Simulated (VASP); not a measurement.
All values below come from PBE GGA with D3 dispersion (Becke-Johnson damping), VASP's PBE PAW potentials (set 64) (plane waves; VASP).

The input files of a VASP run:

### POSCAR
```
Ba
1
   -2.4703363750     2.4703363750     2.4703363750
    2.4703363750    -2.4703363750     2.4703363750
    2.4703363750     2.4703363750    -2.4703363750
Ba
1
Direct
  0.0000000000   0.0000000000   0.0000000000
```

File KPOINTS:
```
Automatic mesh
0
G
  9 9 9
0 0 0
```

**INCAR**
```
SYSTEM = Ba
PREC = Accurate; ENCUT = 520; LREAL = F
LASPH = T
EDIFF = 1E-6; NELM = 100; ALGO = Normal
LMAXMIX = 4
ISMEAR = 1; SIGMA = 0.1
GGA = PE; IVDW = 12
IBRION = 2; NSW = 60; ISIF = 3
EDIFFG = -0.01
LWAVE = F; LCHARG = F
```

POTCAR, in this order: Ba_sv (PBE.64 set). Program: vasp_std.

Output of the run:

File OUTCAR:
```
 ion  position               nearest neighbor table
   1  0.000  0.000  0.000-
  LATTYP: Found a body centered cubic cell.
 ALAT       =     4.9406727500
 Subroutine PRICEL returns:
 Original cell was already a primitive cell.
 Subroutine GETGRP returns: Found 48 space group operations
The static configuration has the point symmetry O_h .
The dynamic configuration has the point symmetry O_h .
 Subroutine INISYM returns: Found 48 space group operations
 Subroutine IBZKPT returns following result:
 Found     35 irreducible k-points:

 Following reciprocal coordinates:
            Coordinates               Weight
  0.000000  0.000000  0.000000      1.000000
  0.111111  0.000000  0.000000     12.000000
  0.222222  0.000000  0.000000     12.000000
  0.333333  0.000000  0.000000     12.000000
  0.444444  0.000000  0.000000     12.000000
  0.111111  0.111111  0.000000     24.000000
  0.222222  0.111111  0.000000     48.000000
  0.333333  0.111111  0.000000     48.000000
  0.444444  0.111111  0.000000     24.000000
  0.222222  0.222222  0.000000     24.000000
  0.333333  0.222222  0.000000     48.000000
  0.333333  0.333333  0.000000      8.000000
  0.111111  0.111111  0.111111      8.000000
  0.222222  0.111111  0.111111     24.000000
  0.333333  0.111111  0.111111     24.000000
 -0.111111  0.111111  0.111111      6.000000
  0.222222  0.222222  0.111111     24.000000
  0.333333  0.222222  0.111111     24.000000
 -0.222222  0.222222  0.111111     24.000000
 -0.333333  0.333333  0.111111     24.000000
 -0.222222  0.333333  0.111111     24.000000
 -0.444444  0.444444  0.111111     24.000000
 -0.333333  0.444444  0.111111     48.000000
 -0.444444 -0.444444  0.111111     24.000000
 -0.333333 -0.444444  0.111111     24.000000
...
```

### OSZICAR
```
       N       E                     dE             d eps       ncg     rms          rms(c)
DAV:   1     0.555532741219E+02    0.55553E+02   -0.42919E+03   630   0.909E+02
DAV:   2     0.229050810025E+00   -0.55324E+02   -0.54595E+02   759   0.151E+02
DAV:   3    -0.185228485867E+01   -0.20813E+01   -0.20027E+01   782   0.339E+01
DAV:   4    -0.190116280313E+01   -0.48878E-01   -0.48852E-01   979   0.462E+00
DAV:   5    -0.190190381316E+01   -0.74101E-03   -0.74098E-03   875   0.371E-01    0.171E+00
DAV:   6    -0.190085950916E+01    0.10443E-02   -0.29176E-03   843   0.647E-01    0.102E+00
DAV:   7    -0.190091333535E+01   -0.53826E-04   -0.69940E-03   707   0.105E+00    0.458E-02
DAV:   8    -0.190112460461E+01   -0.21127E-03   -0.39919E-04   986   0.131E-01    0.283E-02
DAV:   9    -0.190113039119E+01   -0.57866E-05   -0.96494E-06   821   0.313E-02    0.739E-03
DAV:  10    -0.190113164512E+01   -0.12539E-05   -0.30317E-06   822   0.127E-02    0.262E-03
DAV:  11    -0.190113177243E+01   -0.12731E-06   -0.51296E-07   407   0.916E-03
   1 F= -.21088570E+01 E0= -.21083123E+01  d E =-.210886E+01
```

**OUTCAR**
```
------------------------ aborting loop because EDIFF is reached ----------------------------------------
 Edisp (eV)   -0.20773
  FORCE on cell =-STRESS in cart. coord.  units (eV):
  Direction    XX          YY          ZZ          XY          YZ          ZX
  --------------------------------------------------------------------------------------
  Total      -0.00608    -0.00608    -0.00608     0.00000     0.00000    -0.00000
  in kB      -0.16161    -0.16161    -0.16161     0.00000     0.00000    -0.00000
  external pressure =       -0.16 kB  Pullay stress =        0.00 kB
  volume of cell :       60.30
      direct lattice vectors                 reciprocal lattice vectors
    -2.470336375  2.470336375  2.470336375     0.000000000  0.202401586  0.202401586
     2.470336375 -2.470336375  2.470336375     0.202401586  0.000000000  0.202401586
     2.470336375  2.470336375 -2.470336375     0.202401586  0.202401586  0.000000000
 POSITION                                       TOTAL-FORCE (eV/Angst)
 -----------------------------------------------------------------------------------
      0.00000      0.00000      0.00000         0.000000     -0.000000      0.000000
 -----------------------------------------------------------------------------------
    total drift:                                0.000000      0.000000      0.000000
  FREE ENERGIE OF THE ION-ELECTRON SYSTEM (eV)
  ---------------------------------------------------
  free  energy   TOTEN  =        -2.1088570300 eV

  energy  without entropy=       -2.1072229595  energy(sigma->0) =       -2.10831234

 reached required accuracy - stopping structural energy minimisation
```
(Selected blocks of OUTCAR.)

The compound is Ba in the bcc structure. It was relaxed first. The start is the result of an earlier pass.
